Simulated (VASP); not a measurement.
Data:

```xyz
6
Lattice="3.8762 0.0000 0.0000 1.8496 3.5393 0.0000 0.4118 1.0069 7.2199" Properties=species:S:1:pos:R:3 pbc="T T T"
Ca     2.9979     4.2284     5.4328
Ca     3.1398     0.3179     1.7872
C      1.2751     1.4781     0.4344
C      4.8626     3.0682     6.7856
C      3.0893     2.6824     3.1332
C      3.0484     1.8639     4.0868
```

Calculation: LDA (Ceperley-Alder, Perdew-Zunger), VASP's LDA PAW potentials (set 64) (plane waves; VASP). Settings: 400 eV cut-off, 7×6×3 Γ-centred mesh, Gaussian smearing of 0.010 eV, potentials Ca_sv C.

At this cut-off the stress carries a Pulay error, which pulls relaxed volumes low.

Task: Which forces act on the atoms, in eV/Å?

Result: 
| atom | Fx | Fy | Fz |
|---|---|---|---|
| Ca1 | 0.069 | -0.026 | -0.001 |
| Ca2 | -0.069 | 0.026 | 0.001 |
| C3 | -0.188 | 0.121 | -0.134 |
| C4 | 0.188 | -0.121 | 0.134 |
| C5 | -0.007 | -0.165 | 0.182 |
| C6 | 0.007 | 0.165 | -0.182 |

Task: Give the stress tensor in GPa (positive for a compressed cell).

Result: 
```
-6.01   0.31  -0.41
 0.31  -5.99   0.53
-0.41   0.53  -6.05
```
The pressure is its mean diagonal, -6.02 GPa.

The structure comes from a computed database's CaC2 entry; how it stands against other phases isn't given here. The cell was not relaxed at this level.
